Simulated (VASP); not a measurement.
Given:

```yaml
crystal:
  lattice:
    - [0.00000, 2.78460, 2.78460]
    - [2.78460, 0.00000, 2.78460]
    - [2.78460, 2.78460, 0.00000]
  atoms:
    - { symbol: Mg, position: [0.00000, 0.00000, 0.00000] }
    - { symbol: Se, position: [0.50000, 0.50000, 0.50000] }
```

Calculation: PBE GGA, VASP's PBE PAW potentials (set 64) (plane waves; VASP 6.6.1). Numerical set-up: 400 eV cut-off, KSPACING 0.4 per Å, Gaussian smearing of 0.050 eV, potentials Mg Se.

Give the stress tensor in GPa (positive for a compressed cell).

```
-1.92   0.00   0.00
 0.00  -1.92   0.00
 0.00   0.00  -1.92
```
The pressure is its mean diagonal, -1.92 GPa.

The compound is MgSe in the rock salt structure. The cell was not relaxed at this level. The run is one of a series of settings (KGAMMA = .TRUE., KSPACING = 0.4, KPOINTS file removed against the base run), some of them coarse on purpose.
